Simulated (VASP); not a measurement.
CdSb2O4:

```
Cd Sb O
1.0
     6.12600    0.00000    0.00000
     0.00000    9.62300    0.00000
     0.00000    0.00000    3.62500
Cd Sb O
2 4 8
Cartesian
  3.0630 0.0000 0.0000
  0.0000 4.8115 0.0000
  6.0580 1.7100 1.8125
  0.0680 7.9130 1.8125
  2.9950 3.1015 1.8125
  3.1310 6.5215 1.8125
  3.7350 2.2080 0.0000
  2.3910 7.4150 0.0000
  4.7440 9.3400 1.8125
  1.3820 0.2830 1.8125
  0.6720 2.6035 0.0000
  5.4540 7.0195 0.0000
  4.4450 4.5285 1.8125
  1.6810 5.0945 1.8125
```

The cell was built by a generator and needn't be a form met in nature.

- Program: VASP 6.6.1
- Task: relaxation of cell and atoms
- Functional: PBE
- Potentials or basis: VASP PAW PBE potentials, release 64 (Cd, Sb, O)
- Cutoff: 520 eV
- k mesh: 6 × 4 × 8
- Occupations: gaussian, width 0.1 eV
- Spin: no spin polarisation

At the start: pressure 0.8 GPa; volume 15.26 Å³/atom.

Task: How do energy, volume and symmetry change on relaxing?

Result: Over 79 steps the energy falls by 133.0 meV/atom and the volume is 16.99 Å³/atom (+11.3 %); space group Pbam (No. 55, to 0.05 Å).

The path:
| step | energy change (eV) | largest force (eV/Å) | pressure (GPa) | volume (Å³) |
| --- | --- | --- | --- | --- |
| 1 | 0.0000 | 0.1107 | 0.79 | 213.70 |
| 3 | -0.0062 | 0.1028 | -0.25 | 215.41 |
| 5 | -0.0141 | 0.2486 | -0.04 | 215.86 |
| 7 | -0.0178 | 0.1593 | -0.09 | 215.75 |
| 9 | -0.0380 | 0.1325 | -0.08 | 215.69 |
| 11 | -0.0507 | 0.2660 | -0.07 | 215.45 |
| 13 | -0.0774 | 0.3105 | 0.48 | 214.86 |
| 15 | -0.1572 | 0.3745 | 0.33 | 216.75 |
| 17 | -0.2292 | 0.5279 | 0.22 | 220.25 |
| 19 | -0.2701 | 0.4864 | -1.09 | 227.26 |
| 21 | -0.3481 | 0.2605 | -0.21 | 224.70 |
| 23 | -0.5018 | 1.0861 | 4.63 | 225.92 |
| 25 | -0.5617 | 0.7308 | 3.03 | 226.64 |
| 27 | -0.8186 | 0.5031 | -0.12 | 235.58 |
| 29 | -0.8684 | 0.6270 | -1.87 | 240.71 |
| 31 | -1.0512 | 0.3491 | -1.55 | 242.93 |
| 33 | -1.1167 | 0.4890 | 0.96 | 237.31 |
| 35 | -1.1920 | 0.5521 | -0.54 | 235.76 |
| 37 | -1.2874 | 0.6515 | -0.35 | 233.72 |
| 39 | -1.1421 | 1.0550 | 2.55 | 224.41 |
| 41 | -1.4705 | 0.6057 | 0.88 | 229.47 |
| 43 | -1.6443 | 0.7000 | 2.08 | 230.27 |
| 45 | -1.7553 | 0.4043 | 0.22 | 235.20 |
| 47 | -1.8145 | 0.2025 | -0.32 | 235.92 |
| 49 | -1.8308 | 0.0953 | 0.29 | 235.35 |
| 51 | -1.8454 | 0.1110 | 0.07 | 236.68 |
| 53 | -1.8504 | 0.1530 | 0.48 | 236.38 |
| 55 | -1.8588 | 0.0444 | -0.09 | 237.65 |
| 57 | -1.8592 | 0.0316 | -0.08 | 237.58 |
| 59 | -1.8595 | 0.0335 | 0.08 | 236.85 |
| 61 | -1.8598 | 0.0175 | 0.01 | 237.13 |
| 63 | -1.8601 | 0.0125 | 0.03 | 237.10 |
| 65 | -1.8601 | 0.0170 | 0.09 | 237.06 |
| 67 | -1.8603 | 0.0170 | 0.06 | 237.18 |
| 69 | -1.8605 | 0.0229 | -0.10 | 237.73 |
| 71 | -1.8607 | 0.0198 | -0.06 | 237.62 |
| 73 | -1.8614 | 0.0122 | -0.07 | 237.87 |
| 75 | -1.8615 | 0.0180 | -0.06 | 238.02 |
| 77 | -1.8617 | 0.0207 | 0.06 | 237.82 |
| 79 | -1.8619 | 0.0047 | 0.00 | 237.83 |

Final structure:
```yaml
crystal:
  lattice:
    - [6.91421, 0.00000, 0.00000]
    - [0.00000, 10.05711, 0.00000]
    - [0.00000, 0.00000, 3.42023]
  atoms:
    - { symbol: Cd, position: [0.50000, 0.00000, 0.00000] }
    - { symbol: Cd, position: [0.00000, 0.50000, 0.00000] }
    - { symbol: Sb, position: [0.09216, 0.20243, 0.50000] }
    - { symbol: Sb, position: [0.90784, 0.79757, 0.50000] }
    - { symbol: Sb, position: [0.59216, 0.29757, 0.50000] }
    - { symbol: Sb, position: [0.40784, 0.70243, 0.50000] }
    - { symbol: O, position: [0.68501, 0.19742, 0.00000] }
    - { symbol: O, position: [0.31499, 0.80258, 0.00000] }
    - { symbol: O, position: [0.61374, 0.86513, 0.50000] }
    - { symbol: O, position: [0.38626, 0.13487, 0.50000] }
    - { symbol: O, position: [0.18501, 0.30258, 0.00000] }
    - { symbol: O, position: [0.81499, 0.69742, 0.00000] }
    - { symbol: O, position: [0.88626, 0.36513, 0.50000] }
    - { symbol: O, position: [0.11374, 0.63487, 0.50000] }
```
